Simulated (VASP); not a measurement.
Input:

```
GaP
1.0
    0.00000     2.72109     2.72109
    2.72109     0.00000     2.72109
    2.72109     2.72109     0.00000
Ga P
1 1
Direct
  0.00000   0.00000   0.00000
  0.25000   0.25000   0.25000
```

Calculation: AM05 GGA, VASP's PBE PAW potentials (set 64) (plane waves; VASP). Numerical set-up: 520 eV cut-off, Gaussian smearing of 0.050 eV, potentials Ga_d P.

Task: Give the energies of bands 7 to 12 at the high-symmetry points, in eV from the valence-band maximum.

Result: 
| band | Γ | X | U | L | W |
|---|---|---|---|---|---|
| 7 | 0.00 | -6.81 | -6.60 | -6.69 | -6.60 |
| 8 | 0.00 | -2.72 | -3.99 | -1.14 | -3.62 |
| 9 | 0.00 | -2.72 | -2.29 | -1.14 | -3.47 |
| 10 | 1.87 | 1.61 | 2.14 | 1.66 | 4.68 |
| 11 | 3.84 | 1.77 | 4.78 | 4.68 | 4.86 |
| 12 | 3.84 | 10.59 | 8.23 | 4.68 | 6.08 |

The gap is indirect, 1.54 eV, from the valence maximum at Γ to the conduction minimum at Γ-X at 0.86.

Measured: gap 2.43 eV (computed value off by -0.89 eV), as given by Wei Chen et al., Physical Review Materials (2018), doi:10.1103/physrevmaterials.2.073803 [zero-point renormalisation of 0.08 eV added back (the table's ZPR column)].

The compound is GaP in the zinc blende structure. It was relaxed first.
